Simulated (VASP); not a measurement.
Here is the system:

```
CELL_PARAMETERS angstrom
      4.16562     0.00000     0.00000
      0.00000     4.16562     0.00000
      0.00000     0.00000     6.35610
ATOMIC_POSITIONS crystal
  Ag 0.00000 0.00000 0.00000
  Ag 0.50000 0.50000 0.00000
  Ag 0.50000 0.00000 0.27000
  Ag 0.00000 0.50000 0.73000
  B  0.50000 0.00000 0.70000
  B  0.00000 0.50000 0.30000
```

Calculation: PBE GGA, VASP's PBE PAW potentials (set 64) (plane waves; VASP). Numerical set-up: 400 eV cut-off, 5×5×4 Γ-centred mesh, Fermi-Dirac smearing of 0.14 eV, potentials Ag B.

At this cut-off the stress carries a Pulay error, which pulls relaxed volumes low.

Problem. Which forces act on the atoms, in eV/Å?

Solution. 
| atom | Fx | Fy | Fz |
|---|---|---|---|
| Ag1 | 0.000 | 0.000 | 0.000 |
| Ag2 | 0.000 | 0.000 | 0.000 |
| Ag3 | 0.000 | 0.000 | 2.261 |
| Ag4 | 0.000 | 0.000 | -2.261 |
| B5 | 0.000 | 0.000 | 0.465 |
| B6 | 0.000 | 0.000 | -0.465 |

Problem. Give the stress tensor in GPa (positive for a compressed cell).

Solution. 
```
-5.14   0.00   0.00
 0.00  -5.14   0.00
 0.00   0.00  -5.93
```
The pressure is its mean diagonal, -5.41 GPa.

The structure was generated: Ag2B was put into an ordered model structure, which need not be its known phase. The cell was not relaxed at this level. The k-mesh is coarse (spacing up to 0.30 per Å, 2π included), so the numbers may not be converged in it.
